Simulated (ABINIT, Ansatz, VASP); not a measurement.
**Fe (Im-3m, 1 atom in the cell) computed with different codes at matched settings**

Self-consistent single point.

```
Fe
1.0
   -1.43500     1.43500     1.43500
    1.43500    -1.43500     1.43500
    1.43500     1.43500    -1.43500
Fe
1
Direct
  0.00000   0.00000   0.00000
```
Moments meant for the start (each program seeds them in its own way; μB, in the order of the atoms Fe): 2.5.

All programs got the same cell, k-point mesh and kind of occupations, and the same starting moments (in Ansatz's words: kpoints.mp_grid.grid = 11 11 11; magnetization.spin_polarized = true; scf.occupations.method = fermi_dirac; scf.occupations.width = 0.1 eV); potentials, basis and cutoffs are each program's usual ones.

```json
[
 {"code": "ABINIT", "model": "PBE, PAW (JTH v2.0 PBE PAW)", "pressure (GPa)": "-7.60", "size of the net moment (μB/atom)": "2.26", "cutoff": "30 Ha"},
 {"code": "VASP", "model": "PBE, VASP's PBE PAW potentials (set 64)", "pressure (GPa)": "-6.72", "size of the net moment (μB/atom)": "2.27", "cutoff": "300 eV"},
 {"code": "Ansatz", "model": "PBE, default PAW files", "pressure (GPa)": "-6.48", "size of the net moment (μB/atom)": "2.25", "cutoff": "default"}
]
```

The spread over the programs that give each value: pressure within 1.12 GPa; size of the net moment within 0.02 μB/atom.

The starting cell has typed, rounded lattice constants, without a prior relaxation at this level. On Ansatz's run: With one magnetic atom in the cell only a parallel order is possible. In the base run, with a pressure of about -6 GPa the cell is away from its equilibrium volume at this level.

Problem. Why do the programs differ, and what cannot be compared?

Solution. Differences of this kind can come from the potentials, where these differ, and from what each basis and cutoff leave unconverged. The valence holds different numbers of electrons (ABINIT 16, VASP 8, Ansatz (a quantum-chemistry and plane-wave program) 16). The zero of total energies and Fermi levels follows the potentials and each program's conventions, so they are not compared here. Ansatz's pressure is given at a fixed set of plane waves, as the other plane-wave codes print theirs; with its correction for the finite basis it is -6.38 GPa. Site moments depend on each program's spheres or projections; the total moment of the cell does not.

VASP's run is marked for a possible Pulay error in its stress at this cutoff; no cutoff test was made.

Left out of this page: Quantum ESPRESSO, GPAW, Elk, FLEUR and SIESTA (not drawn, or without a comparable value).

Keys are those of Ansatz 0.2.
